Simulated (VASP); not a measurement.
```xyz
3
Lattice="1.7779 -3.0794 0.0000 1.7779 3.0794 0.0000 0.0000 0.0000 4.3681" Properties=species:S:1:pos:R:3 pbc="T T T"
Pt     0.0000     0.0000     0.0000
S      1.7779     1.0265     1.1850
S      1.7779    -1.0265     3.1831
```

Calculation: PBEsol GGA, VASP's PBE PAW potentials (set 64) (plane waves; VASP). Run with 480 eV cut-off, 8×8×4 Γ-centred mesh, Gaussian smearing of 0.050 eV, potentials Pt S.

Without a dispersion term in the relaxation, distances and binding between the weakly bound layers, chains or molecules are unreliable, and so is what depends on them. Unless said otherwise, spin-orbit coupling is left out, though it shifts the bands of the heavy elements here.

What does the run give for the energy per atom (σ→0), pressure, band gap (on the k-mesh) with the smallest direct gap where there is one?

band gap (on the k-mesh): none (metal, semimetal or under 0.01 eV)
energy per atom (σ→0): -5646 meV/atom
pressure: 4.98 GPa

Total energies compare only between runs with the same potentials, cut-off and functional.

The compound is PtS2 in the 1T layered structure. It was relaxed first under an external pressure of 5 GPa. The k-mesh is coarse (spacing up to 0.36 per Å, 2π included), so the numbers may not be converged in it.
